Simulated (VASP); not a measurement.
# Hf$_{3}$ZrC$_{4}$ (ordered alloy cell): computed properties

Level of theory: PBEsol GGA, VASP's PBE PAW potentials (set 64) (plane waves; VASP).

```json
{
  "space_group": "R-3m (166)",
  "cell": "a = 3.2662 Å, b = 3.2662 Å, c = 32.0308 Å, α = 90.00°, β = 90.00°, γ = 120.00°",
  "volume_per_atom": "12.33 Å^3/atom",
  "band gap (over mesh and band path)": "none (metal, semimetal or under 0.01 eV)",
  "density": "11.36 g/cm³"
}
```

```
CELL_PARAMETERS angstrom
      0.00000     2.30954     2.30954
      2.30954     0.00000     2.30954
      9.24372     9.24372    -0.00556
ATOMIC_POSITIONS crystal
  Zr 0.00000 0.00000 0.00000
  C  0.49655 0.49655 0.12759
  C  0.49906 0.49906 0.37570
  C  0.50094 0.50094 0.62430
  C  0.50345 0.50345 0.87241
  Hf 0.99822 0.99822 0.25133
  Hf 0.00000 0.00000 0.50000
  Hf 0.00178 0.00178 0.74867
```

Unless said otherwise, spin-orbit coupling is left out, though it shifts the bands of the heavy elements here.

The structure was generated: Hf3ZrC4 was put into an ordered model structure (R-3m), which need not be its known phase. It was relaxed first. Symmetry was kept, so distortions that lower it aren't found.
